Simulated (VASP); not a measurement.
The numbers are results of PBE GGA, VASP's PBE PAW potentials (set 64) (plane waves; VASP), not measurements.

The input files of a VASP run:

**INCAR**
```
SIGMA = 0.05
ISMEAR = 0
SYSTEM = ZnS
EDIFF = 1E-7   # SCF stop (eV)
ENCUT = 520
ALGO = Normal
PREC = Accurate
LMAXMIX = 4   # l cut-off of mixed one-centre charges
LASPH = T   # aspherical one-centre terms
ISIF = 2   # forces and stress, cell fixed
LREAL = F
NELM = 100
LCHARG = F
LWAVE = F
GGA = PE
```

### POSCAR
```
ZnS
1.0
  0.0000000000   2.6961396680   2.6961396680
  2.6961396680   0.0000000000   2.6961396680
  2.6961396680   2.6961396680   0.0000000000
Zn S
1 1
Direct
  0.0000000000   0.0000000000   0.0000000000
  0.2500000000   0.2500000000   0.2500000000
```

**KPOINTS**
```
Automatic mesh
0
Gamma
8 8 8
0 0 0
```

POTCAR, in this order: Zn S (PBE.64 set). Program: vasp_std.

The resulting files:

OSZICAR:
```
       N       E                     dE             d eps       ncg     rms          rms(c)
DAV:   1     0.927228874472E+02    0.92723E+02   -0.92704E+03   754   0.165E+03
DAV:   2    -0.827145059808E+00   -0.93550E+02   -0.88922E+02   819   0.290E+02
DAV:   3    -0.718824495470E+01   -0.63611E+01   -0.63371E+01   924   0.758E+01
DAV:   4    -0.727006076795E+01   -0.81816E-01   -0.81782E-01   839   0.928E+00
DAV:   5    -0.727137655045E+01   -0.13158E-02   -0.13157E-02   929   0.114E+00    0.718E+00
DAV:   6    -0.685979500458E+01    0.41158E+00   -0.95785E-01  1101   0.370E+01    0.553E+00
DAV:   7    -0.684389072845E+01    0.15904E-01   -0.35033E-01   804   0.581E+00    0.277E+00
DAV:   8    -0.684337247426E+01    0.51825E-03   -0.55880E-03   854   0.734E-01    0.810E-01
DAV:   9    -0.684364462962E+01   -0.27216E-03   -0.11660E-03   862   0.322E-01    0.120E-01
DAV:  10    -0.684378395844E+01   -0.13933E-03   -0.13188E-04   839   0.124E-01    0.551E-02
DAV:  11    -0.684380536274E+01   -0.21404E-04   -0.31202E-05   824   0.699E-02    0.663E-03
DAV:  12    -0.684380629686E+01   -0.93413E-06   -0.28759E-06   898   0.184E-02    0.351E-03
DAV:  13    -0.684380613947E+01    0.15740E-06   -0.31348E-07   836   0.116E-02    0.701E-04
DAV:  14    -0.684380611143E+01    0.28037E-07   -0.87880E-08   640   0.262E-03
   1 F= -.68438061E+01 E0= -.68438061E+01  d E =-.299295E-14
```

OUTCAR:
```
------------------------ aborting loop because EDIFF is reached ----------------------------------------
  FORCE on cell =-STRESS in cart. coord.  units (eV):
  Direction    XX          YY          ZZ          XY          YZ          ZX
  --------------------------------------------------------------------------------------
  Total        0.5551553      0.5551553      0.5551553      0.0000000      0.0000000     -0.0000000
  in kB       22.6917474     22.6917474     22.6917474      0.0000000      0.0000000     -0.0000000
  external PRESSURE =      22.6917474 kB  Pullay stress =       0.0000000 kB
  volume of cell :       39.20
      direct lattice vectors                 reciprocal lattice vectors
     0.000000000  2.696139668  2.696139668    -0.185450333  0.185450333  0.185450333
     2.696139668  0.000000000  2.696139668     0.185450333 -0.185450333  0.185450333
     2.696139668  2.696139668  0.000000000     0.185450333  0.185450333 -0.185450333
  FREE ENERGIE OF THE ION-ELECTRON SYSTEM (eV)
  ---------------------------------------------------
  free  energy   TOTEN  =        -6.8438061114 eV

  energy  without entropy=       -6.8438061114  energy(sigma->0) =       -6.84380611
```
(Selected blocks of OUTCAR.)

The compound is ZnS in the zinc blende structure. This cell is one point of a volume scan, at 0.97 of the reference volume.
